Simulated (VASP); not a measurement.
```
MgZnO2
1.0
    3.30116     0.00000     0.00000
   -1.65058     2.85888     0.00000
    0.00000     0.00000     5.20206
Mg Zn O
1 1 2
Cartesian
  0.00000   1.90592   2.58424
  1.65058   0.95296   0.01778
  0.00000   1.90592   4.58835
  1.65058   0.95296   2.02764
```

The numbers are results of HSE06 screened hybrid, VASP's PBE PAW potentials (set 64) (plane waves; VASP), not measurements. Settings: 500 eV cut-off, 6×6×4 Γ-centred mesh, Gaussian smearing of 0.050 eV, potentials Mg Zn O.

### Question
Predict the energy per atom (σ→0), pressure, band gap (over the mesh, the named points and PBE's band edges) with the smallest direct gap where there is one.

### Answer

```json
{
  "band gap (over the mesh, the named points and PBE's band edges)": "3.39 eV",
  "smallest direct gap (over the mesh, the named points and PBE's band edges)": "3.39 eV",
  "energy per atom (σ→0)": "-6.356 eV/atom",
  "pressure": "-3.89 GPa"
}
```

Total energies compare only between runs with the same potentials, cut-off and functional.

The structure comes from a computed database's MgZnO2 entry (P3m1); how it stands against other phases isn't given here. It was relaxed first.
